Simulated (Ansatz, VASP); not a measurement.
# Mo20N (S5(310) boundary in bcc Mo with N (interstitial)): VASP beside Ansatz, part 2 of 3

One calculation is typed for both programs; each brings its own data sets. How far apart do they land? Of the first pair: The structure shown is the start of the Ansatz relaxation below; VASP solves that cell, so the two are compared at the walk's first step.

VASP 6.6.1 and Ansatz 0.2.0.

So far: Starting point; Ansatz: relaxation, PBE.

## (3) VASP: single point, PBE, start cell, pair 1

Level of this step: PBE, no spin polarisation; plane waves and PAW (Mo_sv, N) (VASP).

The same cell, functional, mesh and smearing now go to VASP, with its own data sets.

Lines of VASP's logs that name or quote its potential files are left out, and so is its time.

INCAR reads:

```
SYSTEM = Mo20N
PREC = Accurate
ENCUT = 520
EDIFF = 1E-06
NELM = 120
ISMEAR = -1
SIGMA = 0.1
LREAL = .FALSE.
ALGO = Normal
GGA = PE
NBANDS = 176
LASPH = .TRUE.
LORBIT = 11
LWAVE = .FALSE.
LCHARG = .FALSE.
ISIF = 2
GGA_COMPAT = .FALSE.
KPAR = 4
```

POSCAR reads:

```
Mo20N
1.0
    5.2187091076      0.0000000000      0.0000000000
    0.9488562014      3.0005467684      0.0000000000
    0.0000000000      0.0000000000     30.3082068143
Mo N
20 1
Direct
    0.8000000024      0.5999999113      0.1649718187
    0.1999999284      0.8999999483      0.1978067867
    0.6000000780      0.1999998735      0.2306417547
    0.9999999834      0.4999999208      0.2634766896
    0.4000001010      0.7999998620      0.2963116576
    0.7999999984      0.0999999133      0.3291466256
    0.1999999244      0.3999999503      0.3619815935
    0.6000000214      0.6999999018      0.3948165285
    0.0000000000      0.9999999125      0.4276514965
    0.6000000214      0.6999999018      0.4736842100
    0.1999999244      0.3999999503      0.5065191779
    0.7999999984      0.0999999133      0.5393541459
    0.4000001010      0.7999998620      0.5721890809
    0.9999999834      0.4999999208      0.6050240488
    0.6000000780      0.1999998735      0.6378590168
    0.1999999284      0.8999999483      0.6706939848
    0.8000000024      0.5999999113      0.7035289198
    0.4000000970      0.2999998640      0.7363638877
    0.9999999794      0.9999999228      0.7691988557
    0.6000000214      0.6999999018      0.8020338237
    0.3333333291      0.3333332480      0.4359000874
```

KPOINTS reads:

```
Automatic mesh
0
Gamma
8 8 1
0 0 0
```

The projector-augmented-wave data sets are Mo_sv and N (PBE family, release 64).

Started as:

```console
$ mpirun -np 4 vasp_std
```

Numbers of over 12 decimals in the logs are rounded to 6 here.

What it wrote:

```text
[banner, memory and clock lines left out]
running    4 mpi-ranks, on    1 nodes
 distrk:  each k-point on    1 cores,    4 groups
 distr:  one band on    1 cores,    1 groups

 POSCAR found type information on POSCAR MoN
 POSCAR found :  2 types and      21 ions
|                                                                             |
|               ----> ADVICE to this user running VASP <----                  |
|                                                                             |
|     You have a (more or less) 'large supercell' and for larger cells it     |
|     might be more efficient to use real-space projection operators.         |
|     Therefore, try LREAL= Auto in the INCAR file.                           |
|     Mind: For very accurate calculation, you might also keep the            |
|     reciprocal projection scheme (i.e. LREAL=.FALSE.).                      |
|                                                                             |

 LDA part: xc-table for (Slater+PW92), standard interpolation
 POSCAR, INCAR and KPOINTS ok, starting setup
 FFT: planning ... GRIDC
 FFT: planning ... GRID_SOFT
 FFT: planning ... GRID
 WAVECAR not read
 entering main loop
       N       E                     dE             d eps       ncg     rms          rms(c)
DAV:   1     0.377603006886E+04    0.37760E+04   -0.18003E+05  8064   0.163E+03
DAV:   2    -0.706053968484E+02   -0.38466E+04   -0.37365E+04  7992   0.526E+02
DAV:   3    -0.231622430485E+03   -0.16102E+03   -0.15453E+03 10112   0.988E+01
DAV:   4    -0.237547017231E+03   -0.59246E+01   -0.57532E+01  9424   0.146E+01
DAV:   5    -0.237800573897E+03   -0.25356E+00   -0.25001E+00 10032   0.246E+00    0.640E+01
DAV:   6    -0.368475378490E+03   -0.13067E+03   -0.51700E+02 11136   0.613E+01    0.810E+01
DAV:   7    -0.336047658371E+03    0.32428E+02   -0.20242E+03 10656   0.568E+01    0.794E+01
DAV:   8    -0.436193207690E+03   -0.10015E+03   -0.13520E+03 10728   0.515E+01    0.959E+01
DAV:   9    -0.270561455772E+03    0.16563E+03   -0.17635E+03 10696   0.375E+01    0.536E+01
DAV:  10    -0.225327032346E+03    0.45234E+02   -0.50161E+02 10888   0.390E+01    0.233E+01
DAV:  11    -0.223345592387E+03    0.19814E+01   -0.13054E+02 10072   0.227E+01    0.220E+01
DAV:  12    -0.221528892873E+03    0.18167E+01   -0.22735E+01  9752   0.110E+01    0.197E+01
DAV:  13    -0.220951827397E+03    0.57707E+00   -0.43175E+00  9712   0.539E+00    0.180E+01
DAV:  14    -0.220630182131E+03    0.32165E+00   -0.15757E+00  9720   0.320E+00    0.164E+01
[...]
DAV:  31    -0.219441280454E+03   -0.32750E-03   -0.58859E-05  9288   0.278E-02    0.414E-02
DAV:  32    -0.219441497863E+03   -0.21741E-03   -0.71687E-05  8904   0.221E-02    0.353E-02
DAV:  33    -0.219441525920E+03   -0.28057E-04   -0.11210E-05  7872   0.123E-02    0.305E-02
DAV:  34    -0.219441557609E+03   -0.31690E-04   -0.15416E-05  7480   0.135E-02    0.128E-02
DAV:  35    -0.219441574924E+03   -0.17314E-04   -0.40898E-06  6336   0.585E-03    0.805E-03
DAV:  36    -0.219441580274E+03   -0.53502E-05   -0.12698E-06  5672   0.333E-03    0.630E-03
DAV:  37    -0.219441582200E+03   -0.19261E-05   -0.94057E-07  5544   0.235E-03    0.244E-03
DAV:  38    -0.219441582505E+03   -0.30460E-06   -0.20299E-07  4776   0.120E-03
   1 F= -.21944158E+03 E0= -.21914896E+03  d E =-.585247E+00
```

From OUTCAR (step 3):

```text
ion  position               nearest neighbor table
   1  0.800  0.600  0.165-   2 2.73   2 2.73   3 2.73   3 2.73   4 3.15   2 3.15
   2  0.200  0.900  0.198-   4 2.73   4 2.73   1 2.73   1 2.73   3 2.73   3 2.73   3 3.15   5 3.15
                             1 3.15
   3  0.600  0.200  0.231-   4 2.73   4 2.73   5 2.73   5 2.73   1 2.73   1 2.73   2 2.73   2 2.73
                             2 3.15   6 3.15   4 3.15
   4  1.000  0.500  0.263-   3 2.73   3 2.73   2 2.73   2 2.73   6 2.73   6 2.73   5 2.73   5 2.73
                             5 3.15   1 3.15   3 3.15   7 3.15
   5  0.400  0.800  0.296-   3 2.73   3 2.73   6 2.73   6 2.73   4 2.73   4 2.73   7 2.73   7 2.73
                             4 3.15   8 3.15   2 3.15   6 3.15
   6  0.800  0.100  0.329-   8 2.73   8 2.73   5 2.73   5 2.73   7 2.73   7 2.73   4 2.73   4 2.73
                             3 3.15   9 3.15   7 3.15   5 3.15
   7  0.200  0.400  0.362-  21 2.34   9 2.73   9 2.73   6 2.73   6 2.73   8 2.73   8 2.73   5 2.73
                             5 2.73   8 3.15   6 3.15   4 3.15
   8  0.600  0.700  0.395-  10 2.39  21 2.41  21 2.41   6 2.73   6 2.73   9 2.73   9 2.73   7 2.73
                             7 2.73   7 3.15   5 3.15   9 3.15
   9  0.000  1.000  0.428-  21 2.30  21 2.30   7 2.73   7 2.73   8 2.73   8 2.73  10 2.90  10 2.90
                            11 3.03  11 3.03   6 3.15   8 3.15  10 3.30
  10  0.600  0.700  0.474-  21 2.36  21 2.36   8 2.39  12 2.73  12 2.73  11 2.73  11 2.73   9 2.90
                             9 2.90  13 3.15  11 3.15   9 3.30
  11  0.200  0.400  0.507-  21 2.24  12 2.73  12 2.73  13 2.73  13 2.73  10 2.73  10 2.73   9 3.03
                             9 3.03  14 3.15  10 3.15  12 3.15
  12  0.800  0.100  0.539-  13 2.73  13 2.73  14 2.73  14 2.73  11 2.73  11 2.73  10 2.73  10 2.73
                            15 3.15  13 3.15  11 3.15
  13  0.400  0.800  0.572-  12 2.73  12 2.73  11 2.73  11 2.73  15 2.73  15 2.73  14 2.73  14 2.73
                            14 3.15  10 3.15  12 3.15  16 3.15
  14  1.000  0.500  0.605-  12 2.73  12 2.73  15 2.73  15 2.73  16 2.73  16 2.73  13 2.73  13 2.73
                            13 3.15  11 3.15  17 3.15  15 3.15
  15  0.600  0.200  0.638-  17 2.73  17 2.73  14 2.73  14 2.73  13 2.73  13 2.73  16 2.73  16 2.73
                            16 3.15  12 3.15  18 3.15  14 3.15
  16  0.200  0.900  0.671-  17 2.73  17 2.73  18 2.73  18 2.73  14 2.73  14 2.73  15 2.73  15 2.73
                            15 3.15  19 3.15  17 3.15  13 3.15
  17  0.800  0.600  0.704-  16 2.73  16 2.73  15 2.73  15 2.73  18 2.73  18 2.73  19 2.73  19 2.73
                            14 3.15  16 3.15  18 3.15  20 3.15
  18  0.400  0.300  0.736-  17 2.73  17 2.73  16 2.73  16 2.73  20 2.73  20 2.73  19 2.73  19 2.73
                            19 3.15  15 3.15  17 3.15
  19  1.000  1.000  0.769-  20 2.73  20 2.73  17 2.73  17 2.73  18 2.73  18 2.73  18 3.15  16 3.15
                            20 3.15
  20  0.600  0.700  0.802-  19 2.73  19 2.73  18 2.73  18 2.73  19 3.15  17 3.15
  21  0.333  0.333  0.436-  11 2.24   9 2.30   9 2.30   7 2.34  10 2.36  10 2.36   8 2.41   8 2.41

  LATTYP: Found a base centered orthorhombic cell.
 ALAT       =     3.1470000000
 B/A-ratio  =     3.1622776601
 C/A-ratio  =     9.6308251712

 Subroutine GETGRP returns: Found  2 space group operations
 (whereof  2 operations were pure point group operations)

The static configuration has the point symmetry C_1h.

 Found     21 irreducible k-points:

   k-points           NKPTS =     21   k-points in BZ     NKDIM =     21   number of bands    NBANDS=    176

   dimension x,y,z NGX =    40 NGY =   24 NGZ =  240
   dimension x,y,z NGXF=    80 NGYF=   48 NGZF=  480

   ENCUT  =  520.0 eV  38.22 Ry    6.18 a.u.   9.70  5.85 56.35*2*pi/ulx,y,z

   NELECT =     285.0000    total number of electrons

 k-points in reciprocal lattice and weights: Automatic mesh
   0.00000000  0.00000000  0.00000000       0.016
   0.12500000  0.00000000  0.00000000       0.031
   0.25000000  0.00000000  0.00000000       0.031
   0.37500000  0.00000000  0.00000000       0.031
   0.50000000  0.00000000  0.00000000       0.016
   0.00000000  0.12500000  0.00000000       0.062
   0.25000000  0.12500000  0.00000000       0.062
   0.37500000  0.12500000  0.00000000       0.062
   0.50000000  0.12500000  0.00000000       0.062
[...]
0.12500000  0.50000000  0.00000000       0.062
   0.25000000  0.50000000  0.00000000       0.031

 average (electrostatic) potential at core
       1 -74.4172       2 -74.4703       3 -74.5523       4 -74.6011       5 -74.5443
       6 -74.4797       7 -74.6713       8 -74.6878       9 -74.9136      10 -74.6604
      11 -74.6050      12 -74.5079      13 -74.5444      14 -74.5713      15 -74.5719
      16 -74.5361      17 -74.5912      18 -74.5834      19 -74.5067      20 -74.4305
      21 -63.2616

 E-fermi :   7.2086

 k-point     1 :       0.0000    0.0000    0.0000
  band No.  band energies     occupation
    ...
    144       7.0290      1.71517
    145       7.0916      1.52629
    146       7.0972      1.50561
    147       7.1819      1.13272
    148       7.2770      0.67042
    149       7.4096      0.23620
    150       7.4365      0.18564
    151       7.5143      0.08981
    152       7.5929      0.04192
    153       7.6499      0.02393
    ...

 k-point     2 :       0.1250    0.0000    0.0000
  band No.  band energies     occupation
    ...
    144       7.0753      1.58264
    145       7.1373      1.34182
    146       7.1680      1.20000
    147       7.2166      0.95989
    148       7.2392      0.84812
    149       7.4001      0.25674
    150       7.4567      0.15436
    151       7.5161      0.08830
    152       7.5182      0.08651
    153       7.6107      0.03522
    ...

 k-point     3 :       0.2500    0.0000    0.0000
  band No.  band energies     occupation
    ...
    142       6.9345      1.87873
    143       7.1041      1.47939
    144       7.1376      1.34041
    145       7.1787      1.14837
    146       7.2328      0.87937
    147       7.3910      0.27789
    148       7.4268      0.20263
    149       7.5064      0.09683
    150       7.5981      0.03987
    151       7.6192      0.03240
    ...

  Total       -7.7205621     -8.1785113      0.6594424     -0.1609069     -0.0293867      0.0929264
  in kB      -26.0636822    -27.6096632      2.2261976     -0.5432023     -0.0992060      0.3137083
  external PRESSURE =     -17.1490493 kB  Pullay stress =       0.0000000 kB

  energy-cutoff  :      520.00
  volume of cell :      474.60
      direct lattice vectors                 reciprocal lattice vectors
     5.218709108  0.000000000  0.000000000     0.191618268 -0.060595017  0.000000000
     0.948856201  3.000546768  0.000000000     0.000000000  0.333272592  0.000000000
     0.000000000  0.000000000 30.308206814     0.000000000  0.000000000  0.032994364

 POSITION                                       TOTAL-FORCE (eV/Angst)
 -----------------------------------------------------------------------------------
      4.74428      1.80033      5.00000         0.331189     -0.104731      1.797750
      1.89771      2.70049      5.99517        -0.489446      0.154776     -0.493844
      3.32100      0.60011      6.99034         0.126246     -0.039922     -1.083210
      5.69314      1.50027      7.98551         0.021446     -0.006782     -0.476176
      2.84657      2.40044      8.98068         0.013118     -0.004148     -0.135700
      4.26985      0.30005      9.97584         0.315287     -0.099703      0.039985
      1.42328      1.20022     10.97101        -0.606880      0.191912     -0.427511
      3.79542      2.10038     11.96618        -0.471881      0.149222     -1.933475
      0.94886      3.00055     12.96135         1.081747     -0.342078      1.538854
      3.79542      2.10038     14.35652         0.240753     -0.076133      1.774534
      1.42328      1.20022     15.35169        -0.965476      0.305310     -0.429120
      4.26985      0.30005     16.34686         0.507854     -0.160598     -0.271511
      2.84657      2.40044     17.34203        -0.063959      0.020226     -0.033316
      5.69314      1.50027     18.33719        -0.118532      0.037483      0.027838
      3.32100      0.60011     19.33236         0.009201     -0.002910     -0.028975
      1.89771      2.70049     20.32753         0.187412     -0.059265     -0.008730
      4.74428      1.80033     21.32270         0.002126     -0.000672      0.498705
      2.37214      0.90016     22.31787         0.043126     -0.013638      1.133827
      6.16757      3.00055     23.31304        -0.452421      0.143068      0.475310
      3.79542      2.10038     24.30821         0.307906     -0.097369     -1.791770
      2.05585      1.00018     13.21135        -0.018815      0.005950     -0.173463
 -----------------------------------------------------------------------------------
    total drift:                                0.003038      0.009178     -0.000494

  FREE ENERGIE OF THE ION-ELECTRON SYSTEM (eV)
  ---------------------------------------------------
  free  energy   TOTEN  =      -219.4415825049 eV

  energy  without entropy=     -218.8563352949  energy(sigma->0) =     -219.14895890

 total charge
# of ion       s       p       d       tot
------------------------------------------
    1        2.351   6.060   3.904  12.315
    2        2.362   6.145   3.869  12.376
    3        2.387   6.196   3.901  12.483
    4        2.378   6.207   3.903  12.488
    5        2.382   6.207   3.912  12.501
    6        2.379   6.208   3.925  12.512
    7        2.366   6.206   3.950  12.522
    8        2.364   6.210   4.033  12.607
    9        2.323   6.179   3.881  12.383
   10        2.346   6.199   4.003  12.548
   11        2.352   6.193   3.912  12.457
   12        2.384   6.200   3.918  12.502
   13        2.384   6.209   3.907  12.500
   14        2.382   6.208   3.907  12.498
   15        2.381   6.207   3.914  12.503
   16        2.381   6.205   3.926  12.511
   17        2.379   6.205   3.915  12.498
   18        2.387   6.195   3.902  12.484
   19        2.363   6.145   3.866  12.374
   20        2.350   6.060   3.905  12.315
   21        1.246   2.360   0.000   3.607
--------------------------------------------------
tot         48.626 126.003  78.355 252.983

[... 3 further parts left out ...]
```

This run has no spin polarisation, so a moment on Mo, if there is one, isn't seen. Its electron count is odd, so without a moment it is a metal by construction.

## (4) Differences

Known differences besides the potentials themselves: the cutoff is 420 eV in Ansatz and 520 eV in VASP. Total energies have different zeros and are not compared.

Forces on 7 of the 21 atoms, those with the largest forces and the largest differences (eV/Å; atoms numbered as in POSCAR):

| atom | Ansatz x, y, z | VASP x, y, z |
| --- | --- | --- |
| Mo1 | 0.337, -0.107, 1.821 | 0.331, -0.105, 1.798 |
| Mo8 | -0.479, 0.152, -1.872 | -0.472, 0.149, -1.933 |
| Mo9 | 1.093, -0.346, 1.529 | 1.082, -0.342, 1.539 |
| Mo10 | 0.226, -0.072, 1.712 | 0.241, -0.076, 1.775 |
| Mo11 | -0.954, 0.302, -0.433 | -0.965, 0.305, -0.429 |
| Mo18 | 0.043, -0.014, 1.126 | 0.043, -0.014, 1.134 |
| Mo20 | 0.314, -0.099, -1.815 | 0.308, -0.097, -1.792 |

The forces differ by 13 meV/Å r.m.s., which is 2.1 % of the r.m.s. force of 0.615 eV/Å (both taken over all components).

(Part 2 of 3 ends here.)

[Lines on the potential files, build, host, timing and source positions are cut from VASP's logs without a mark.]

[Logs are printed without paths, hosts, clocks, repeated set-up lines and the standing remarks that a program may print on its own settings, such as how far it seeks lower states.]

[Hosts, paths, dates, database ids (printed as entryN), source tags and the programs' standing remarks are cut or masked in the printed files.]
